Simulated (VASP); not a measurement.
Output of a VASP run:

**OSZICAR**
```
...
DAV:  14    -0.101735483777E+02    0.37645E-05   -0.54917E-06  9313   0.572E-02    0.139E-02
DAV:  15    -0.101735476257E+02    0.75207E-06   -0.25688E-06  7623   0.383E-02
   1 F= -.10173548E+02 E0= -.10173328E+02  d E =-.101735E+02  mag=     3.2343
       N       E                     dE             d eps       ncg     rms          rms(c)
DAV:   1    -0.101769440215E+02   -0.33956E-02   -0.13664E-01  9450   0.355E+00    0.406E-01
DAV:   2    -0.101757726001E+02    0.11714E-02   -0.71751E-03 10830   0.215E+00    0.467E-01
DAV:   3    -0.101746356061E+02    0.11370E-02   -0.49243E-03 10686   0.189E+00    0.231E-01
DAV:   4    -0.101742649134E+02    0.37069E-03   -0.52915E-04 12521   0.426E-01    0.859E-02
DAV:   5    -0.101742288243E+02    0.36089E-04   -0.55071E-05 12433   0.937E-02    0.370E-02
DAV:   6    -0.101742241367E+02    0.46875E-05   -0.62091E-06 10714   0.229E-02    0.126E-02
DAV:   7    -0.101742235252E+02    0.61153E-06   -0.61292E-07  4921   0.942E-03
   2 F= -.10174224E+02 E0= -.10174075E+02  d E =-.675900E-03  mag=     3.2185
       N       E                     dE             d eps       ncg     rms          rms(c)
DAV:   1    -0.101749112471E+02   -0.68711E-03   -0.30621E-02  9492   0.169E+00    0.193E-01
DAV:   2    -0.101746644323E+02    0.24681E-03   -0.16483E-03 10837   0.104E+00    0.226E-01
DAV:   3    -0.101743918594E+02    0.27257E-03   -0.11290E-03 10687   0.902E-01    0.108E-01
DAV:   4    -0.101743109774E+02    0.80882E-04   -0.11562E-04 12420   0.195E-01    0.410E-02
DAV:   5    -0.101743034061E+02    0.75712E-05   -0.11717E-05 12350   0.431E-02    0.177E-02
DAV:   6    -0.101743022411E+02    0.11650E-05   -0.12074E-06  5670   0.110E-02    0.629E-03
DAV:   7    -0.101743020492E+02    0.19195E-06   -0.31792E-07  4466   0.858E-03
   3 F= -.10174302E+02 E0= -.10174192E+02  d E =-.754423E-03  mag=     3.2109
       N       E                     dE             d eps       ncg     rms          rms(c)
DAV:   1    -0.101794910124E+02   -0.51888E-02   -0.13932E-01  9366   0.381E+00    0.505E-01
DAV:   2    -0.101755455199E+02    0.39455E-02   -0.15258E-02 11322   0.164E+00    0.493E-01
DAV:   3    -0.101752983248E+02    0.24720E-03   -0.77619E-03 10745   0.241E+00    0.378E-01
DAV:   4    -0.101744911695E+02    0.80716E-03   -0.19629E-03 10490   0.116E+00    0.138E-01
DAV:   5    -0.101744494037E+02    0.41766E-04   -0.69234E-05  9994   0.815E-02    0.645E-02
DAV:   6    -0.101744242569E+02    0.25147E-04   -0.38059E-05 12637   0.103E-01    0.134E-02
DAV:   7    -0.101744252879E+02   -0.10310E-05   -0.27975E-06  7453   0.280E-02    0.612E-03
DAV:   8    -0.101744250637E+02    0.22426E-06   -0.38476E-07  4501   0.730E-03
   4 F= -.10174425E+02 E0= -.10174330E+02  d E =-.123015E-03  mag=     3.2097
       N       E                     dE             d eps       ncg     rms          rms(c)
DAV:   1    -0.101752831880E+02   -0.85790E-03   -0.21357E-02  9359   0.149E+00    0.200E-01
DAV:   2    -0.101746983277E+02    0.58486E-03   -0.24073E-03 11328   0.658E-01    0.203E-01
DAV:   3    -0.101746414979E+02    0.56830E-04   -0.12639E-03 10695   0.957E-01    0.149E-01
DAV:   4    -0.101745179835E+02    0.12351E-03   -0.29625E-04 10512   0.456E-01    0.549E-02
DAV:   5    -0.101745126446E+02    0.53389E-05   -0.10362E-05 10241   0.327E-02    0.248E-02
DAV:   6    -0.101745097437E+02    0.29009E-05   -0.55037E-06 10989   0.390E-02    0.501E-03
DAV:   7    -0.101745094410E+02    0.30269E-06   -0.38259E-07  4426   0.110E-02
   5 F= -.10174509E+02 E0= -.10174405E+02  d E =-.207392E-03  mag=     3.2102
```

OUTCAR:
```
------------------------ aborting loop because EDIFF is reached ----------------------------------------
  FORCE on cell =-STRESS in cart. coord.  units (eV):
  Direction    XX          YY          ZZ          XY          YZ          ZX
  --------------------------------------------------------------------------------------
  Total       -0.0001305     -0.0001305     -0.0009979      0.0000000      0.0000000      0.0000000
  in kB       -0.0076254     -0.0076254     -0.0583211      0.0000000      0.0000000      0.0000000
  external PRESSURE =      -0.0245239 kB  Pullay stress =       0.0000000 kB
  volume of cell :       27.41
      direct lattice vectors                 reciprocal lattice vectors
     2.708037688 -0.000000000 -0.000000000     0.369271079  0.000000000  0.000000000
     0.000000000  2.708037688 -0.000000000    -0.000000000  0.369271079 -0.000000000
    -0.000000000  0.000000000  3.738156484     0.000000000  0.000000000  0.267511541
 POSITION                                       TOTAL-FORCE (eV/Angst)
 -----------------------------------------------------------------------------------
      0.00000      0.00000     -0.00000         0.000000     -0.000000      0.000000
      1.35402      1.35402      1.86908        -0.000000      0.000000      0.000000
 -----------------------------------------------------------------------------------
    total drift:                               -0.000000      0.000000      0.000000
  FREE ENERGIE OF THE ION-ELECTRON SYSTEM (eV)
  ---------------------------------------------------
  free  energy   TOTEN  =       -10.1745094410 eV

  energy  without entropy=      -10.1741966951  energy(sigma->0) =      -10.17440519

 total charge

# of ion       s       p       d       tot
------------------------------------------
    1        0.412   0.452   6.154   7.018
    2        0.717   0.667   8.068   9.452
--------------------------------------------------
tot          1.129   1.119  14.222  16.470

 magnetization (x)

# of ion       s       p       d       tot
------------------------------------------
    1        0.002  -0.008   2.867   2.861
    2       -0.025  -0.064   0.407   0.317
--------------------------------------------------
tot         -0.023  -0.072   3.274   3.178

 reached required accuracy - stopping structural energy minimisation
```
(Selected blocks of OUTCAR.)

File POSCAR:
```
FePt
1
    2.7200000000     0.0000000000     0.0000000000
    0.0000000000     2.7200000000     0.0000000000
    0.0000000000     0.0000000000     3.7100000000
Fe Pt
1 1
Direct
  0.0000000000   0.0000000000   0.0000000000
  0.5000000000   0.5000000000   0.5000000000
```

### Question
Reconstruct the remaining input files.

### Answer
This is not unique; one that fits is the input of the run itself, optB86b-vdW, plane waves, VASP's PBE PAW potentials (set 64).

INCAR:
```
# general
SYSTEM   = FePt
PREC     = Accurate
ENCUT    = 520
LREAL    = .False.
LASPH    = .True.

# electronic loop
EDIFF    = 1E-6   # SCF stop (eV)
NELM     = 100   # most electronic steps
ALGO     = Normal   # blocked Davidson
LMAXMIX  = 6   # l cut-off of mixed one-centre charges

# smearing
ISMEAR   = 1
SIGMA    = 0.1

# functional
GGA      = MK
LUSE_VDW = .True.
AGGAC    = 0.0
PARAM1   = 0.1234
PARAM2   = 1.0

# spin
ISPIN    = 2
MAGMOM   = 3.0 0.0

# ions
IBRION   = 2   # conjugate gradients
NSW      = 60   # most ionic steps
ISIF     = 3
EDIFFG   = -0.01   # ionic stop

# output
LWAVE    = .False.
LCHARG   = .False.
LORBIT   = 10
```

KPOINTS:
```
Automatic mesh
0
Gamma
12 12 9
0 0 0
```

POTCAR, in this order: Fe Pt (PBE.64 set). Program: vasp_std.

The compound is FePt in the L1_0 structure. This run relaxes it. Symmetry was kept, so distortions that lower it aren't found.
